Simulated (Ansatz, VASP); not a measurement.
# Hf (Hafnium) in two plane-wave programs, part 2 of 2

Wanted: the spread between two codes on one cell, functional and k mesh. The cell is taken from a series of VASP runs on this material, whose earlier steps may have relaxed, scaled or displaced it; both programs get it as it stands.

VASP 6.6.1 and Ansatz 0.2.0.

So far: The structure; VASP: zone-centre phonons, PBEsol.

### Step 3. Ansatz: zone-centre phonons, PBEsol

Level of this step: Ansatz beside VASP: Kohn-Sham DFT, plane waves, PBEsol (Ansatz).

Ansatz runs on its default PAW (the set named soft_2) files.

The same cell, functional, mesh and smearing now go to Ansatz, which takes its cutoff from its data sets.

File input.yaml:

```yaml
crystal:
  lattice:
    - [3.1549367309, 0.0, 0.0]
    - [-1.5774683655, 2.7322553563, 0.0]
    - [0.0, 0.0, 4.995694772]
  atoms:
    - { symbol: Hf, position: [0.6666666667, 0.3333333333, 0.75] }
    - { symbol: Hf, position: [0.3333333333, 0.6666666667, 0.25] }
hamiltonian:
  xc: pbesol
  pseudopotentials: { kind: paw }
kpoints:
  mp_grid: { grid: [12, 12, 8] }
scf:
  occupations: { method: methfessel_paxton, width: 0.15 }
phonons:
  method: dfpt
  qpoints: [[0, 0, 0]]
```

Command:

```console
$ ansatz run input.yaml --threads 4 --pin off --max-ram 9216MiB --backend cpu --events-out ev --progress --plain --runs-dir out
```

Numbers of over 12 decimals in the logs are rounded to 6 here.

Log:

```text
zone centre: on kpoints.mp_grid the ground state, and the responses unless they are solved on pairs of k-points, stand on 215 of the mesh's 1152 k-points, reduced under 4 symmetry operations, with k and −k counted as one. Each operation leaves every solved displacement unchanged or reverses it
Engine: ansatz 0.2.0, x86_64-unknown-linux-gnu
Pseudopotentials: kind: paw
Pseudopotential: Hf, paw, valence charge 26, recommended cutoff 420 eV (normal), Hf.paw.azcp
Functional definition: PBEsol
  exchange = pbesol_x
  correlation = pbesol_c
Crystal: 2 atoms, lattice volume = 43.063 Å³
Basis set: ecut = 420 eV, 845 PW (Γ), exchange–correlation on 48×48×72 points (8 copies of the dense FFT grid, shifted against one another)
Bands: 32, of which v1, the nominal top of the filled ones, is band 26 counted from 1 (25 counted from 0)
Symmetry: 24 space group operations
k-points: 215 of 1152 (irreducible under 4 space group operations, time reversal used)
Non-local potential: Hf, projectors of the file, l = 0: 3, l = 1: 2, l = 2: 2, l = 3: 3
PAW form: soft (Blöchl's): semilocal exchange-correlation on the pseudo side does not see the compensation charge
PAW frozen core: Hf, regenerated for the run's functional, and the local potential with it (the file was generated under x = pbe(κ = 0.804, μ = 0.219515), c = pbe(β = 0.066725))
PAW one-centre angular grid: Hf, 590 points (default); XC on 64 Gauss nodes
Initial density: superposition of atomic densities (neutral atoms: chi_scale 0, normalization atom), corrected by the library's trained network
Initial wavefunctions: pseudopotential atomic-orbital guess
Functional: x = pbesol(κ = 0.804, μ = 0.123457), c = pbesol(β = 0.046)
SCF iter   1: F=—  HF=-31196.048479 eV  |F-HF|=—  |Δ(HF+E_count)|=         —  Δρ=3.19e-3  dr2=2.01e-3  ethr=1.77e-3  ⟨swp⟩=4.2  Hψ=22470  notcnv=0
preconditioner: auto → Kerker (q_TF=auto, 2.815 Å⁻¹)  [metal: Δε(μ)=0.059 eV  Ē_g=17.539 eV  σ=0.150 eV  W_gap=0.32  n_scr=22 (ndim 8)  ℏωp=39.2 eV  f_vac=0.000  D(μ)=1.65/eV (n_scr^D=22)]
SCF iter   2: F=—  HF=-31196.048930 eV  |F-HF|=—  |Δ(HF+E_count)|=   4.52e-4  S|Δr|=    0.00e0  Δρ=1.87e-3  dr2=6.38e-4  ethr=3.87e-6  ⟨swp⟩=2.0  Hψ=12942  notcnv=0
SCF iter   3: F=—  HF=-31196.049121 eV  |F-HF|=—  |Δ(HF+E_count)|=   1.90e-4  S|Δr|=    0.00e0  Δρ=7.61e-4  dr2=1.74e-4  ethr=1.23e-6  ⟨swp⟩=2.0  Hψ=9727  notcnv=0
SCF iter   4: F=—  HF=-31196.049081 eV  |F-HF|=—  |Δ(HF+E_count)|=   3.98e-5  S|Δr|=    0.00e0  Δρ=1.73e-4  dr2=8.84e-6  ethr=3.34e-7  ⟨swp⟩=2.0  Hψ=12017  notcnv=0
SCF iter   5: F=—  HF=-31196.049083 eV  |F-HF|=—  |Δ(HF+E_count)|=   2.51e-6  S|Δr|=    0.00e0  Δρ=3.89e-5  dr2=3.67e-7  ethr=1.70e-8  ⟨swp⟩=2.0  Hψ=12303  notcnv=0
SCF iter   6: F=—  HF=-31196.049084 eV  |F-HF|=—  |Δ(HF+E_count)|=   1.07e-6  S|Δr|=    0.00e0  Δρ=8.49e-6  dr2=2.29e-8  ethr=7.06e-10  ⟨swp⟩=1.1  Hψ=6787  notcnv=0
SCF iter   7: F=—  HF=-31196.049084 eV  |F-HF|=—  |Δ(HF+E_count)|=   3.47e-9  S|Δr|=    0.00e0  Δρ=2.62e-6  dr2=1.58e-9  ethr=4.40e-11  ⟨swp⟩=2.0  Hψ=12303  notcnv=0
SCF iter   8: F=—  HF=-31196.049084 eV  |F-HF|=—  |Δ(HF+E_count)|=  5.46e-10  S|Δr|=    0.00e0  Δρ=1.11e-6  dr2=2.51e-10  ethr=3.04e-12  ⟨swp⟩=2.0  Hψ=11443  notcnv=0
SCF iter   9: F=—  HF=-31196.049084 eV  |F-HF|=—  |Δ(HF+E_count)|=  6.55e-11  S|Δr|=    0.00e0  Δρ=2.46e-7  dr2=1.52e-11  ethr=1.00e-12  ⟨swp⟩=2.0  Hψ=11430  notcnv=0
SCF iter  10: F=-31196.049084 eV  HF=-31196.049084 eV  |F-HF|=7.28e-12  |Δ(HF+E_count)|=    0.00e0  S|Δr|=    0.00e0  Δρ=3.42e-8  dr2=5.26e-13  ethr=1.00e-12  ⟨swp⟩=7.6  Hψ=34028  notcnv=0
SCF 1 converged in 10 iterations: F = -31196.049084 eV  dr2 = 5.26e-13
  greatest PAW one-centre occupation: 0.998 electrons in one spin orbital (limit 2), on the Hf atom at site 1 (counted from 0), in its partial waves of l = 0
DFPT response loops at Γ: preconditioner auto → Kerker (q_TF=auto, 2.815 Å⁻¹) (partly filled bands, converged f_vac=0.000); β = 1.00, the filter's whole step (`scf.mixing.beta` (0.50) is not read by the response loops under this deck's `scf.mixing.preconditioner`; to damp them name `kerker` or `kerker_dos`, under which they read `scf.mixing.beta`, and type it under 1.00, their step now; both keys bind the ground state too); Broyden in place of MSR1
SCF converged after 10 iterations
Stability not checked: this state was not tested for a lower state beside it, because cold or Methfessel-Paxton smearing, or corrected tetrahedra, fill the levels in a way that the test cannot read (fill_not_monotonic; see scf.lower_state_search)
Free energy (F): -31196.049084 eV
Harris-Foulkes:  -31196.049084 eV  (|F-HF|=7.28e-12)
Internal energy: -31196.049757 eV  (E = F + TS)
E sigma→0 (E₀):  -31196.049253 eV
Entropy (-TS):   0.000672 eV (0.336 meV/atom)
Fermi energy:    20.620988 eV
Step filling:    the computed levels leave a gap of 0.0000 eV = 0.0 smearing widths at the electron count; against every level under it full and every level over it empty, smearing changes F+E_penalty+E_count by +0.047 meV and its σ→0 estimate by -0.122 meV
--- Per-component energies (eV) ---
  E_band       = 113.205278
  E_kinetic    = 851.623173
  E_local      = -9949.851912  (includes V_loc(G=0)·N_el)
  E_nonlocal   = -2477.102740
  E_hartree    = 4692.749752
  E_xc         = -596.447635
  E_vxc        = -533.143924  (∫ρ·V_xc dr)
  E_paw        = -13615.372023  (= ΣΔE_a)
  E_vpaw       = 2836.181133  (= ΣTr[D̂ρ^β])
  E_aug_tail   = -0.000003  (compensation charges beyond the density's cutoff)
  E_ewald      = -10104.150552
  E_core_change = 2.502183  (= ΣΔE_core)
  E_smearing   = 0.000672  (= −TS)
  E_closure    = 0.000000  (closes the sum)
  Σ components = -31196.049084   (vs F -31196.049084, Δ=0.00e0)
--- Band table (eV; the first three rows and the last of 215) ---
  k-point 0: bands = [... 22 lower, 13.0805, 16.7482, 21.3915, 21.7544, 21.7544, 22.0420, 22.6160, 22.6160, ... 2 higher]
  k-point 1: bands = [... 22 lower, 13.2312, 16.6835, 21.1657, 21.6684, 21.6684, 21.9118, 22.4909, 22.4909, ... 2 higher]
  k-point 2: bands = [... 22 lower, 13.6659, 16.4277, 20.7508, 21.5450, 21.5450, 21.5643, 22.1979, 22.1979, ... 2 higher]
  k-point 214: bands = [... 22 lower, 17.8373, 17.8373, 19.7721, 19.7721, 20.4757, 20.4757, 22.8325, 22.8325, ... 2 higher]
--- Phonons (Γ-DFPT): 2 representative perturbations + reference, on 215 of 1152 k-points (Σ response iterations 6) ---
  k mesh reduced under 4 symmetry operations, with k and −k counted as one. Each operation leaves every solved displacement unchanged or reverses it
  ASR residual: 9.779e-6 → 0.000e0 eV/Å²; symmetrization residual: 1.353e-9 eV/Å²
  ASR residual per site (eV/Å²): 9.78e-6 9.78e-6
  Γ frequencies (cm⁻¹): 0.00 0.00 0.00 76.60 76.60 99.58
  non-analytic LO–TO correction: not included (Born effective charges unavailable; polar crystals: no LO–TO splitting at Γ)
--- Phonons (arbitrary-q DFPT): 1 explicit q-point ---
  q = [0, 0, 0] (of the zone-centre solve; hermiticity 8.31e-10, symmetrization 3.60e-10): 0.00 0.00 0.00 76.60 76.60 99.58
  sum rule: each row above includes the acoustic sum rule's correction from the zone centre's row sums; it moved no ω² by more than (0.12 cm⁻¹)²
```

Elapsed: 15 s, on 4 threads of Intel Xeon 6975P-C (Granite Rapids), shared host; peak memory 1.2 GiB; 51 s of CPU time.

Reading the cycles: dr2 is the Hartree energy of the density residual (eV), the measure of convergence; HF is the Harris–Foulkes estimate of the energy, which meets the free energy F at convergence.

### Step 4. Differences

Known differences besides the potentials themselves: the data sets hold 52 valence electrons in Ansatz (default PAW (the set named soft_2) files) and 20 in VASP; the cutoff is 420 eV in Ansatz and 450 eV in VASP; Ansatz makes its cores anew for this functional, VASP keeps those of its PBE data sets; VASP leaves aspherical gradient terms in its spheres out (LASPH is not set), Ansatz keeps them. Total energies have different zeros and are not compared.

Both answers:

```
                  quantity  Ansatz  VASP  difference
optical mode 1 to 2 (cm⁻¹)    76.6  76.9     -0.36 %
     optical mode 3 (cm⁻¹)    99.6  97.9     +1.74 %
```

Modes are paired by rising frequency and degeneracy, not by their patterns, so a pair may still set unlike modes beside each other.

### Step 5. Results

```yaml
r_m_s_difference_of_the_optical_zone_centre_modes_each_program_s_sorted_by_frequency_zone_centre_phonons_pbesol: 1.0 cm⁻¹
difference_in_optical_mode_3_zone_centre_phonons_pbesol: +1.7 %
```

What this shows: The r.m.s. difference of the optical zone-centre modes, each program's sorted by frequency is 1.0 cm⁻¹ (zone-centre phonons, PBEsol). Among the rows given in per cent, the largest difference of the zone-centre phonons, PBEsol pair is in optical mode 3, +1.7 %. How closely two codes agree says nothing of how well the functional describes the real material.

[Lines on the potential files, build, host, timing and source positions are cut from VASP's logs without a mark.]

[Logs are printed without paths, hosts, clocks, repeated set-up lines and the standing remarks that a program may print on its own settings, such as how far it seeks lower states.]

[Hosts, paths, dates, database ids (printed as entryN), source tags and the programs' standing remarks are cut or masked in the printed files.]
